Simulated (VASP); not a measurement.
Input:

```yaml
crystal:
  lattice:
    - [0.00000, 2.17120, 2.17120]
    - [2.17120, 0.00000, 2.17120]
    - [2.17120, 2.17120, 0.00000]
  atoms:
    - { symbol: Nb, position: [0.00000, 0.00000, 0.00000] }
    - { symbol: N, position: [0.50000, 0.50000, 0.50000] }
```

The numbers are results of revPBE GGA, VASP's PBE PAW potentials (set 64) (plane waves; VASP), not measurements. Numerical set-up: 520 eV cut-off, 14×14×14 Γ-centred mesh, first-order Methfessel-Paxton smearing of 0.10 eV, potentials Nb_sv N.

Q: The job: NbN (rock salt), 2 atoms, revPBE, static run, 520 eV, 14×14×14 Γ-centred mesh. Roughly how much core time does it take on a busy server core?

A: About 60 core-seconds (one run on a shared machine, a rough figure). It had 104 irreducible k-points, 13 bands, up to 568 plane waves and 15 electronic steps.

The compound is NbN in the rock salt structure, the cubic δ form, which competes with hexagonal ones. This cell is one point of a volume scan, at 0.94 of the reference volume.
